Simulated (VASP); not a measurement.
Computed with LDA (Ceperley-Alder, Perdew-Zunger), VASP's LDA PAW potentials (set 64) (plane waves; VASP).

VASP ran on this input.

### POSCAR
```
ZnSe
1.0
  0.0000000000   2.7893113936   2.7893113936
  2.7893113936   0.0000000000   2.7893113936
  2.7893113936   2.7893113936   0.0000000000
Zn Se
1 1
Cartesian
  5.5786227872   5.5786227872   5.5786227872
  1.3946556968   1.3946556968   1.3946556968
```

**KPOINTS**
```
Automatic mesh
0
Gamma
8 8 8
0 0 0
```

INCAR:
```
# general
SYSTEM   =  ZnSe
PREC     =  Accurate
ENCUT    =  500   # plane-wave cut-off (eV)
LREAL    =  F
LASPH    =  T

# electronic loop
EDIFF    =  1E-6   # SCF stop (eV)
NELM     =  100
ALGO     =  Normal
LMAXMIX  =  4

# smearing
ISMEAR   =  0   # Gaussian
SIGMA    =  0.05

# ions
IBRION   =  2   # conjugate gradients
NSW      =  40   # most ionic steps
ISIF     =  3
EDIFFG   =  -0.02   # ionic stop

# output
LWAVE    =  F
LCHARG   =  F
```

POTCAR, in this order: Zn Se (LDA.64 set). Program: vasp_std.

The resulting files:

### OSZICAR
```
       N       E                     dE             d eps       ncg     rms          rms(c)
DAV:   1     0.825036952709E+02    0.82504E+02   -0.89190E+03   754   0.157E+03
DAV:   2    -0.227335350806E+01   -0.84777E+02   -0.80184E+02   804   0.265E+02
DAV:   3    -0.763189958293E+01   -0.53585E+01   -0.53351E+01   924   0.683E+01
DAV:   4    -0.768297725884E+01   -0.51078E-01   -0.51065E-01   804   0.716E+00
DAV:   5    -0.768327460826E+01   -0.29735E-03   -0.29734E-03   919   0.524E-01    0.546E+00
DAV:   6    -0.740188871352E+01    0.28139E+00   -0.72951E-01  1039   0.313E+01    0.407E+00
DAV:   7    -0.737666995963E+01    0.25219E-01   -0.20203E-01   829   0.486E+00    0.166E+00
DAV:   8    -0.737251381909E+01    0.41561E-02   -0.34643E-03  1068   0.788E-01    0.449E-01
DAV:   9    -0.737191913979E+01    0.59468E-03   -0.96725E-04   884   0.325E-01    0.608E-02
DAV:  10    -0.737193381363E+01   -0.14674E-04   -0.10077E-04   835   0.122E-01    0.184E-02
DAV:  11    -0.737193077407E+01    0.30396E-05   -0.10129E-05  1118   0.627E-02    0.399E-03
DAV:  12    -0.737193081479E+01   -0.40719E-07   -0.22834E-06   713   0.120E-02
   1 F= -.73719308E+01 E0= -.73719308E+01  d E =-.737193E+01
```

**OUTCAR**
```
------------------------ aborting loop because EDIFF is reached ----------------------------------------
  FORCE on cell =-STRESS in cart. coord.  units (eV):
  Direction    XX          YY          ZZ          XY          YZ          ZX
  --------------------------------------------------------------------------------------
  Total       -0.0186224     -0.0186224     -0.0186224     -0.0000000      0.0000000     -0.0000000
  in kB       -0.6874233     -0.6874233     -0.6874233     -0.0000000      0.0000000     -0.0000000
  external PRESSURE =      -0.6874233 kB  Pullay stress =       0.0000000 kB
  volume of cell :       43.40
      direct lattice vectors                 reciprocal lattice vectors
     0.000000000  2.789311394  2.789311394    -0.179255712  0.179255712  0.179255712
     2.789311394  0.000000000  2.789311394     0.179255712 -0.179255712  0.179255712
     2.789311394  2.789311394  0.000000000     0.179255712  0.179255712 -0.179255712
  FREE ENERGIE OF THE ION-ELECTRON SYSTEM (eV)
  ---------------------------------------------------
  free  energy   TOTEN  =        -7.3719308148 eV

  energy  without entropy=       -7.3719308148  energy(sigma->0) =       -7.37193081

 reached required accuracy - stopping structural energy minimisation
```
(Selected blocks of OUTCAR.)

The compound is ZnSe in the zinc blende structure. It was relaxed first.
